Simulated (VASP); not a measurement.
Method: PBE GGA with spin-orbit coupling, VASP's PBE PAW potentials (set 64) (plane waves; VASP 6.6.1).

VASP input:

File KPOINTS:
```
Automatic mesh
0
Gamma
14 14 8
0 0 0
```

### INCAR
```
ALGO=Normal
EDIFF=1E-6
ENCUT=400
GGA=PE
GGA_COMPAT=.False.
ISMEAR=0
LASPH=.True.
LCHARG=.False.
LMAXMIX=6
LREAL=.False.
LSORBIT=.True.
LWAVE=.False.
MAGMOM=0 0 0 0 0 0
NELM=100
PREC=Accurate
SIGMA=0.05
SYSTEM=Re
```

### POSCAR
```
Re
1.0
  1.3861266751  -2.4008417110   0.0000000000
  1.3861266751   2.4008417110   0.0000000000
  0.0000000000   0.0000000000   4.4856314770
Re
2
direct
  0.3333330000   0.6666670000   0.2500000000
  0.6666670000   0.3333330000   0.7500000000
```

### KPOINTS_OPT
```
k-points along high-symmetry lines
5
Line-mode
Reciprocal
  0.000000   0.000000   0.000000 ! GAMMA
  0.000000   0.500000   0.000000 ! M

  0.000000   0.500000   0.000000 ! M
 -0.333333   0.666667   0.000000 ! K

 -0.333333   0.666667   0.000000 ! K
  0.000000   0.000000   0.000000 ! GAMMA

  0.000000   0.000000   0.000000 ! GAMMA
  0.000000   0.000000   0.500000 ! A

  0.000000   0.000000   0.500000 ! A
  0.000000   0.500000   0.500000 ! L

  0.000000   0.500000   0.500000 ! L
 -0.333333   0.666667   0.500000 ! H

 -0.333333   0.666667   0.500000 ! H
  0.000000   0.000000   0.500000 ! A

  0.000000   0.500000   0.500000 ! L
  0.000000   0.500000   0.000000 ! M

 -0.333333   0.666667   0.500000 ! H
 -0.333333   0.666667   0.000000 ! K
```

POTCAR, in this order: Re (PBE.64 set). Program: vasp_ncl.

The resulting files:

OUTCAR:
```
 ion  position               nearest neighbor table
   1  0.333  0.667  0.250-   2 2.76   2 2.76   2 2.76   2 2.76   2 2.76   2 2.76
   2  0.667  0.333  0.750-   1 2.76   1 2.76   1 2.76   1 2.76   1 2.76   1 2.76
  LATTYP: Found a hexagonal cell.
 ALAT       =     2.7722532497
 C/A-ratio  =     1.6180453490
 Subroutine PRICEL returns:
 Original cell was already a primitive cell.
 Subroutine GETGRP returns: Found 24 space group operations
The static configuration has the point symmetry D_3d.
 The point group associated with its full space group is D_6h.
The dynamic configuration has the point symmetry D_3d.
The overall configuration has the point symmetry D_3d.
 Subroutine INISYM returns: Found 24 space group operations
 Subroutine IBZKPT returns following result:
 Found    120 irreducible k-points:

 Following reciprocal coordinates:
            Coordinates               Weight
  0.000000  0.000000  0.000000      1.000000
  0.071429  0.000000  0.000000      6.000000
  0.142857  0.000000  0.000000      6.000000
  0.214286  0.000000  0.000000      6.000000
  0.285714  0.000000  0.000000      6.000000
  0.357143 -0.000000  0.000000      6.000000
...
```

**OSZICAR**
```
...
DAV:  13    -0.118533081296E+03   -0.80078E+02   -0.55253E+02  9386   0.209E+01    0.181E+02
DAV:  14    -0.546677346402E+02    0.63865E+02   -0.21476E+02  9808   0.465E+01    0.959E+01
DAV:  15    -0.320846554477E+03   -0.26618E+03   -0.67655E+02  5304   0.282E+01    0.418E+02
DAV:  16    -0.628489709010E+03   -0.30764E+03   -0.58074E+03  5250   0.856E+01    0.619E+01
DAV:  17    -0.273242323303E+02    0.60117E+03   -0.33410E+01  9510   0.185E+01    0.228E+01
DAV:  18    -0.255684688129E+02    0.17558E+01   -0.10157E+01 10402   0.627E+00    0.116E+01
DAV:  19    -0.329791176882E+02   -0.74106E+01   -0.18038E+00  9146   0.142E+00    0.682E+01
DAV:  20    -0.353756649811E+02   -0.23965E+01   -0.25934E+01  9230   0.942E+00    0.971E+01
DAV:  21    -0.642304547282E+02   -0.28855E+02   -0.53757E+01  4990   0.202E+01    0.525E+01
DAV:  22    -0.259675503402E+02    0.38263E+02   -0.42422E+01  9512   0.187E+01    0.100E+01
DAV:  23    -0.264064504330E+02   -0.43890E+00   -0.40966E+00  8968   0.172E+00    0.970E+00
DAV:  24    -0.331120523708E+02   -0.67056E+01   -0.67938E+00  4654   0.220E+00    0.132E+02
DAV:  25    -0.265981334869E+02    0.65139E+01   -0.76616E+01 10328   0.309E+01    0.686E+00
DAV:  26    -0.273359114795E+02   -0.73778E+00   -0.15111E+00 10434   0.138E+00    0.394E+01
DAV:  27    -0.257059166898E+02    0.16300E+01   -0.15288E+01  9958   0.798E+00    0.782E+00
DAV:  28    -0.300506620408E+02   -0.43447E+01   -0.42316E+00 10032   0.283E+00    0.392E+01
DAV:  29    -0.435257297006E+02   -0.13475E+02   -0.20708E+01  4950   0.851E+00    0.157E+02
DAV:  30    -0.263652162811E+02    0.17161E+02   -0.68049E+01  8932   0.320E+01    0.103E+01
DAV:  31    -0.255479567615E+02    0.81726E+00   -0.34260E+00  8796   0.242E+00    0.847E+00
DAV:  32    -0.263607763210E+02   -0.81282E+00   -0.14895E+00  9780   0.147E+00    0.917E+00
DAV:  33    -0.324702325686E+02   -0.61095E+01   -0.30704E+00  4236   0.120E+00    0.795E+01
DAV:  34    -0.269461971878E+02    0.55240E+01   -0.46935E+01 10382   0.214E+01    0.181E+01
DAV:  35    -0.255296987630E+02    0.14165E+01   -0.37173E+00  9874   0.149E+00    0.126E+01
DAV:  36    -0.292729499341E+02   -0.37433E+01   -0.41349E-01  6948   0.555E-02    0.752E+01
DAV:  37    -0.255998964564E+02    0.36731E+01   -0.20492E+01 10396   0.733E+00    0.111E+01
DAV:  38    -0.268371697533E+02   -0.12373E+01   -0.33566E-01 10412   0.479E-01    0.120E+01
DAV:  39    -0.257725382071E+02    0.10646E+01   -0.97425E-01  9896   0.824E-01    0.222E+01
DAV:  40    -0.256322838305E+02    0.14025E+00   -0.64929E+00  7150   0.445E+00    0.159E+01
DAV:  41    -0.388113612253E+02   -0.13179E+02   -0.15613E+00  7440   0.163E+00    0.719E+01
DAV:  42    -0.255623344485E+02    0.13249E+02   -0.25114E+01  9082   0.117E+01    0.120E+01
DAV:  43    -0.257959369258E+02   -0.23360E+00   -0.64153E-01  8418   0.571E-01    0.182E+01
DAV:  44    -0.263124206592E+02   -0.51648E+00   -0.29043E+00  4186   0.261E+00    0.301E+01
DAV:  45    -0.295353580182E+02   -0.32229E+01   -0.24128E+01  8026   0.704E+00    0.371E+01
DAV:  46    -0.294727402362E+02    0.62618E-01   -0.72392E+00  4548   0.458E+00    0.547E+01
DAV:  47    -0.264188979673E+02    0.30538E+01   -0.37187E+01  9310   0.149E+01    0.207E+01
DAV:  48    -0.255300944974E+02    0.88880E+00   -0.72302E+00  8430   0.348E+00    0.175E+01
DAV:  49    -0.326939170327E+02   -0.71638E+01   -0.38015E-06  5864   0.695E-02    0.439E+01
DAV:  50    -0.256624887032E+02    0.70314E+01   -0.16840E+01  7552   0.878E+00    0.270E+01
DAV:  51    -0.259457702089E+02   -0.28328E+00   -0.60672E+00  9206   0.392E+00    0.183E+01
DAV:  52    -0.259316839200E+02    0.14086E-01   -0.85573E+00  9298   0.198E+00    0.136E+01
DAV:  53    -0.260383087801E+02   -0.10662E+00   -0.37375E+00 10164   0.212E+00    0.189E+01
DAV:  54    -0.358402780389E+02   -0.98020E+01   -0.30137E+01  4988   0.556E+00    0.145E+02
DAV:  55    -0.255302878465E+02    0.10310E+02   -0.64170E+01  8820   0.353E+01    0.777E+00
DAV:  56    -0.255296390782E+02    0.64877E-03   -0.53289E-04  8294   0.328E-01    0.704E+00
DAV:  57    -0.255296328713E+02    0.62069E-05   -0.11935E-04  8716   0.164E-01    0.659E+00
DAV:  58    -0.255604876544E+02   -0.30855E-01   -0.36222E-05 10236   0.101E-01    0.904E+00
DAV:  59    -0.267071335693E+02   -0.11466E+01   -0.20667E+00  8716   0.187E+00    0.334E+01
DAV:  60    -0.264073138599E+02    0.29982E+00   -0.14789E+01  7550   0.815E+00    0.110E+01
DAV:  61    -0.255296112342E+02    0.87770E+00   -0.47036E+00  8166   0.254E+00    0.681E+00
DAV:  62    -0.294569896765E+02   -0.39274E+01   -0.17612E+01  7216   0.378E-02    0.351E+01
DAV:  63    -0.255295547021E+02    0.39274E+01   -0.22554E+01  8594   0.122E+01    0.893E+00
DAV:  64    -0.293388701341E+02   -0.38093E+01   -0.54336E-05  8440   0.119E-01    0.192E+01
DAV:  65    -0.120448565251E+03   -0.91110E+02   -0.69227E+00  3846   0.263E+00    0.475E+01
DAV:  66    -0.257749307924E+02    0.94674E+02   -0.22379E+01  9762   0.117E+01    0.122E+01
DAV:  67    -0.270109724102E+02   -0.12360E+01   -0.23789E+00  8408   0.123E+00    0.204E+01
DAV:  68    -0.386263636231E+02   -0.11615E+02   -0.90568E+00  4590   0.493E+00    0.467E+01
DAV:  69    -0.256129146455E+02    0.13013E+02   -0.12539E+01 10358   0.627E+00    0.113E+01
DAV:  70    -0.255295935439E+02    0.83321E-01   -0.44225E+00  8736   0.298E+00    0.929E+00
DAV:  71    -0.255343267356E+02   -0.47332E-02   -0.16485E-06  4564   0.497E-02    0.108E+01
DAV:  72    -0.537372130227E+02   -0.28203E+02   -0.15796E+02  4446   0.926E-01    0.885E+01
DAV:  73    -0.255516537498E+02    0.28186E+02   -0.52966E+01 10366   0.259E+01    0.105E+01
DAV:  74    -0.255295722406E+02    0.22082E-01   -0.25355E-01  8268   0.268E-01    0.101E+01
DAV:  75    -0.257330758295E+02   -0.20350E+00   -0.33189E-05 10426   0.153E-01    0.152E+01
DAV:  76    -0.270175451422E+02   -0.12845E+01   -0.28257E+00  6568   0.226E+00    0.388E+01
DAV:  77    -0.255296434757E+02    0.14879E+01   -0.12528E+01  8258   0.899E+00    0.646E+00
DAV:  78    -0.255296382262E+02    0.52494E-05   -0.31873E-05  8252   0.822E-02    0.651E+00
DAV:  79    -0.260580603661E+02   -0.52842E+00   -0.88845E-07  3940   0.319E-02    0.291E+01
DAV:  80    -0.337000002970E+02   -0.76419E+01   -0.53977E+01 10506   0.893E+00    0.236E+01
DAV:  81    -0.261378526568E+02    0.75621E+01   -0.12676E+01 10476   0.647E+00    0.326E+01
DAV:  82    -0.256716525247E+02    0.46620E+00   -0.89068E+00 10492   0.366E+00    0.183E+01
DAV:  83    -0.257431666105E+02   -0.71514E-01   -0.27077E+00  8308   0.270E+00    0.164E+01
DAV:  84    -0.257800619881E+02   -0.36895E-01   -0.52562E+00 10100   0.258E+00    0.189E+01
DAV:  85    -0.261605659789E+02   -0.38050E+00   -0.57608E+00  3768   0.332E+00    0.331E+01
DAV:  86    -0.318921237987E+02   -0.57316E+01   -0.26290E+01  8952   0.734E+00    0.403E+01
DAV:  87    -0.256237792327E+02    0.62683E+01   -0.17807E+01  7900   0.953E+00    0.173E+01
DAV:  88    -0.261333667824E+02   -0.50959E+00   -0.24065E+00 10456   0.245E+00    0.260E+01
DAV:  89    -0.255296756409E+02    0.60369E+00   -0.47662E+00  7904   0.329E+00    0.144E+01
DAV:  90    -0.259153593138E+02   -0.38568E+00   -0.74661E-06  8146   0.786E-02    0.267E+01
DAV:  91    -0.255296825260E+02    0.38568E+00   -0.60593E+00  8112   0.346E+00    0.159E+01
DAV:  92    -0.261085473713E+02   -0.57886E+00   -0.31229E-05  9958   0.996E-02    0.252E+01
DAV:  93    -0.255787979601E+02    0.52975E+00   -0.47888E+00  7978   0.241E+00    0.230E+01
DAV:  94    -0.257935942800E+02   -0.21480E+00   -0.43250E+00  4232   0.224E+00    0.217E+01
DAV:  95    -0.255296485050E+02    0.26395E+00   -0.39057E+00 10388   0.265E+00    0.147E+01
DAV:  96    -0.255982931651E+02   -0.68645E-01   -0.21137E-05  8962   0.950E-02    0.175E+01
DAV:  97    -0.304870701914E+02   -0.48888E+01   -0.22087E+00  3534   0.204E+00    0.798E+01
DAV:  98    -0.255296043947E+02    0.49575E+01   -0.37824E+01 10402   0.178E+01    0.832E+00
DAV:  99    -0.259991108813E+02   -0.46951E+00   -0.12721E-04  8944   0.199E-01    0.122E+01
DAV: 100    -0.275315174232E+02   -0.15324E+01   -0.42481E+00  8172   0.252E+00
   1 F= -.27531517E+02 E0= -.27530458E+02  d E =-.211919E-02  mag=    -0.0000    -0.0000     0.0000
       N       E                     dE             ncg
```

**OUTCAR**
```
------------------------ aborting loop EDIFF was not reached (unconverged)  ----------------------------
  FORCE on cell =-STRESS in cart. coord.  units (eV):
  Direction    XX          YY          ZZ          XY          YZ          ZX
  --------------------------------------------------------------------------------------
  Total        1.6370195      1.6370194      0.8905680      0.0000000     -0.0000000      0.0000000
  in kB       87.8505354     87.8505269     47.7922686      0.0000000     -0.0000000      0.0000000
  external PRESSURE =      74.4977770 kB  Pullay stress =       0.0000000 kB
  volume of cell :       29.86
      direct lattice vectors                 reciprocal lattice vectors
     1.386126675 -2.400841711  0.000000000     0.360717393 -0.208260294  0.000000000
     1.386126675  2.400841711  0.000000000     0.360717393  0.208260294  0.000000000
     0.000000000  0.000000000  4.485631477     0.000000000  0.000000000  0.222934052
 POSITION                                       TOTAL-FORCE (eV/Angst)
 -----------------------------------------------------------------------------------
      1.38613      0.80028      1.12141        -0.000000     -0.000000      0.000000
      1.38613     -0.80028      3.36422         0.000000      0.000000     -0.000000
 -----------------------------------------------------------------------------------
    total drift:                               -0.000000     -0.000000     -0.000000
  FREE ENERGIE OF THE ION-ELECTRON SYSTEM (eV)
  ---------------------------------------------------
  free  energy   TOTEN  =       -27.5315174232 eV

  energy  without entropy=      -27.5293982358  energy(sigma->0) =      -27.53045783

 Ion:    1  E_soc:     -0.6782419

 Ion:    2  E_soc:     -0.6782419
```
(Selected blocks of OUTCAR.)

stdout:
```
...
 WARNING: Sub-Space-Matrix is not hermitian in DAV           11
 -0.107066274100383
 WARNING: Sub-Space-Matrix is not hermitian in DAV           12
  7.107959207772926E-002
 WARNING: Sub-Space-Matrix is not hermitian in DAV           13
 -1.475704568840876E-002
 WARNING: Sub-Space-Matrix is not hermitian in DAV           14
  3.634790139413160E-002
 WARNING: Sub-Space-Matrix is not hermitian in DAV           15
  3.441026005316266E-002
 WARNING: Sub-Space-Matrix is not hermitian in DAV           16
 -4.067285671688338E-002
 WARNING: Sub-Space-Matrix is not hermitian in DAV           17
 -1.550802325601715E-002
 WARNING: Sub-Space-Matrix is not hermitian in DAV           18
  0.103527217487859
 WARNING: Sub-Space-Matrix is not hermitian in DAV           19
 -2.337923387810161E-002
 WARNING: Sub-Space-Matrix is not hermitian in DAV           20
  2.612207267845318E-002
 WARNING: Sub-Space-Matrix is not hermitian in DAV           21
 -7.679561794321280E-003
 WARNING: Sub-Space-Matrix is not hermitian in DAV           22
  4.648522149593549E-003
 WARNING: Sub-Space-Matrix is not hermitian in DAV           23
 -6.334575653572584E-002
 WARNING: Sub-Space-Matrix is not hermitian in DAV           24
  0.112600826846510
 WARNING: Sub-Space-Matrix is not hermitian in DAV           25
 -3.132872420023163E-002
 WARNING: Sub-Space-Matrix is not hermitian in DAV           26
  3.355899209836505E-002
 WARNING: Sub-Space-Matrix is not hermitian in DAV           27
 -4.023666173860285E-002
 WARNING: Sub-Space-Matrix is not hermitian in DAV           28
  2.444132792275615E-002
 WARNING: Sub-Space-Matrix is not hermitian in DAV           29
 -8.359122087061356E-002
 WARNING: Sub-Space-Matrix is not hermitian in DAV           30
  9.625314141093093E-002
```

Convergence was not reached.

The compound is Re in the hcp structure. It was relaxed first.
